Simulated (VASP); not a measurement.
Input:

```xyz
3
Lattice="1.9616 -3.3976 0.0000 1.9616 3.3976 0.0000 0.0000 0.0000 5.1444" Properties=species:S:1:pos:R:3 pbc="T T T"
Se     0.5075     0.8790     3.4296
Se     2.9082     0.0000     0.0000
Se     0.5075    -0.8790     1.7148
```

Computed with PBE GGA, VASP's PBE PAW potentials (set 64) (plane waves; VASP). Run with 500 eV cut-off, 7×7×5 Γ-centred mesh, Gaussian smearing of 0.050 eV, potentials Se.

Energy and stress use the plane-wave basis of the starting cell. Without a dispersion term in the relaxation, distances and binding between the weakly bound layers, chains or molecules are unreliable, and so is what depends on them.

Task: The ions, cell shape and volume at an external pressure of 10.0 GPa are relaxed. What does this cell relax into?

Result: 
```xyz
3
Lattice="1.8764 -3.2500 0.0000 1.8764 3.2500 0.0000 0.0000 0.0000 5.1476" Properties=species:S:1:pos:R:3 pbc="T T T"
Se     2.3897    -2.3610     3.4317
Se     2.7262     0.0000     0.0000
Se     2.3897     2.3610     1.7159
```
Space group P3_121 (152), at a tolerance of 0.03 Å.

Task: How do energy and volume change from the first to the last step?

Result: The energy (σ→0) changes by +86.3 meV/atom and the volume by -8.4 %, in 8 ionic steps.

```
step  E(σ→0) (eV)  max force (eV/Å)  pressure (GPa)  volume (Å³)
----  -----------  ----------------  --------------  -----------
1        -10.3131             0.011            4.95        68.57
2         -9.8826             0.757           16.03        61.67
3        -10.1491             0.365            9.97        64.99
4        -10.1257             0.252           10.02        64.28
5        -10.0131             0.009           10.74        62.15
6        -10.0347             0.026           10.57        62.48
7        -10.0896             0.060            8.88        63.39
8        -10.0542             0.004            9.99        62.78
```

The compound is Se in the trig structure. This run relaxes it under an external pressure of 10 GPa. Symmetry was kept, so distortions that lower it aren't found.
